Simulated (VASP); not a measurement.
A convergence study with VASP on ZrSe₂ (1T layered): one setting is varied, all else stays as given below, so the limit is that of these other settings.

```xyz
3
Lattice="1.8850 -3.2649 0.0000 1.8850 3.2649 0.0000 0.0000 0.0000 6.1400" Properties=species:S:1:pos:R:3 pbc="T T T"
Zr     0.0000     0.0000     0.0000
Se     1.8850     1.0883     1.5657
Se     1.8850    -1.0883     4.5743
```

Calculation: PBE GGA, VASP's PBE PAW potentials (set 64) (plane waves; VASP). The tightest run used: 550 eV cut-off, 16×16×8 Γ-centred mesh, tetrahedra with Blöchl corrections, potentials Zr_sv Se.

Q: The settings run are 3×3×2 mesh; 4×4×2 mesh; 5×5×2 mesh; 6×6×3 mesh; 7×7×4 mesh; 8×8×4 mesh; 9×9×4 mesh; 10×10×5 mesh; 11×11×6 mesh; 12×12×6 mesh; 13×13×6 mesh; 14×14×7 mesh; 15×15×8 mesh; 16×16×8 mesh. From which on does the energy per atom stay within 0.001 eV/atom of the tightest run?

A: From 9×9×4 mesh on: it is off by 0.0008 there and by no more than 0.001 in any finer run, while 8×8×4 mesh is off by 0.0015.
| setting | E (eV/atom) | pressure (GPa) | irreducible k-points | difference judged (eV/atom) |
|---|---|---|---|---|
| 3×3×2 mesh | -6.4283 | 3.57 | 6 | 0.0916 |
| 4×4×2 mesh | -6.4797 | 3.11 | 8 | 0.0401 |
| 5×5×2 mesh | -6.5012 | 2.87 | 10 | 0.0186 |
| 6×6×3 mesh | -6.5128 | 2.69 | 17 | 0.0071 |
| 7×7×4 mesh | -6.5167 | 2.62 | 28 | 0.0031 |
| 8×8×4 mesh | -6.5183 | 2.59 | 35 | 0.0015 |
| 9×9×4 mesh | -6.5190 | 2.57 | 43 | 0.0008 |
| 10×10×5 mesh | -6.5195 | 2.56 | 58 | 0.0004 |
| 11×11×6 mesh | -6.5196 | 2.56 | 84 | 0.0002 |
| 12×12×6 mesh | -6.5197 | 2.56 | 100 | 0.0001 |
| 13×13×6 mesh | -6.5198 | 2.55 | 112 | 0.0000 |
| 14×14×7 mesh | -6.5198 | 2.55 | 144 | 0.0000 |
| 15×15×8 mesh | -6.5198 | 2.55 | 192 | 0.0000 |
| 16×16×8 mesh | -6.5198 | 2.55 | 213 | 0.0000 |

Left out are rungs that failed or repeat a setting and relaxations that didn't move; long series are thinned to 24 rows.

The compound is ZrSe2 in the 1T layered structure. The cell was not relaxed at this level.
